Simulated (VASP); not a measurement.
Given:

```
CELL_PARAMETERS angstrom
      2.99000     0.00000     0.00000
      0.00000     2.99000     0.00000
      0.00000     0.00000     2.99000
ATOMIC_POSITIONS crystal
  Al 0.50000 0.50000 0.50000
  Ru 0.00000 0.00000 0.00000
```

Calculation: PBE GGA, VASP's PBE PAW potentials (set 64) (plane waves; VASP). Settings: 400 eV cut-off, 11×11×11 Γ-centred mesh, first-order Methfessel-Paxton smearing of 0.10 eV, potentials Al Ru_pv.

### Question
Give the stress tensor in GPa (positive for a compressed cell).

### Answer

```
2.43  0.00  0.00
0.00  2.43  0.00
0.00  0.00  2.43
```
The pressure is its mean diagonal, 2.43 GPa.

The compound is RuAl in the CsCl type structure. The cell was not relaxed at this level. The electron count is odd and the run is not spin-polarised, which forces a metal.
